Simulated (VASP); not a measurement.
Here is the system:

```
CELL_PARAMETERS angstrom
     -1.44209     1.44209     1.44209
      1.44209    -1.44209     1.44209
      1.44209     1.44209    -1.44209
ATOMIC_POSITIONS crystal
  Fe 0.00000 0.00000 0.00000
```
Starting moments (μB, in the order of the record's atoms Fe): 2.3.

Method: revPBE GGA, VASP's PBE PAW potentials (set 64) (plane waves; VASP 6.6.1). Settings: 520 eV cut-off, 18×18×18 Γ-centred mesh, first-order Methfessel-Paxton smearing of 0.10 eV, potentials Fe.

**Question.** Give the stress tensor in GPa (positive for a compressed cell).

**Answer.** 
```
-5.17   0.00   0.00
 0.00  -5.17   0.00
 0.00   0.00  -5.17
```
The pressure is its mean diagonal, -5.17 GPa.

The compound is Fe in the bcc structure. This cell is one point of a volume scan, at 1.03 of the reference volume.
